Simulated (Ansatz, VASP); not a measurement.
One calculation of VWC2, two programs

```
W V C
1.0
     1.48607    0.85798    4.83317
    -1.48607    0.85798    4.83317
     0.00000   -1.71597    4.83317
W V C
1 1 2
Direct
  0.00000 0.00000 0.00000
  0.50000 0.50000 0.50000
  0.24649 0.24649 0.24649
  0.75351 0.75351 0.75351
```

Change from the starting cell: volume scaled by 0.94.

Alike in both runs: task single point; functional PBE; k mesh 10 × 10 × 10; occupations fermi-dirac, width 0.05 eV; collinear spin, ferromagnetic start.

```csv
,VASP,Ansatz
version,VASP 6.6.1,Ansatz 0.2.0
potentials or method,"VASP PAW PBE potentials, release 64 (W_sv, V_sv, C)",Ansatz PAW
plane-wave cutoff (eV),520,420
valence electrons in the cell,35,35
```

VASP gave:

* gap on the k mesh at the Fermi level (eV): none
* pressure (GPa): 22.2
* largest component of the traceless stress (GPa): 0.76
* rms of the force components (eV/Å): 0.093
* net moment per atom (μB): 0.00

Which values does Ansatz return?

gap on the k mesh at the Fermi level (eV): none; pressure (GPa): 21.2; largest component of the traceless stress (GPa): 0.70; rms of the force components (eV/Å): 0.086; net moment per atom (μB): 0.00.

Atom by atom the forces differ by 0.007 eV/Å (rms over components). A gap of «none» marks a metal or a gap that the smearing closes. The functional is the same, so the differences come from potentials, cutoffs and numerics.

Caveats: the pressure holds a Pulay correction of +0.4 GPa for the finite cutoff (Ansatz); the starting moments weren't kept (Ansatz). Spin-orbit coupling is left out, which matters for the levels of W.
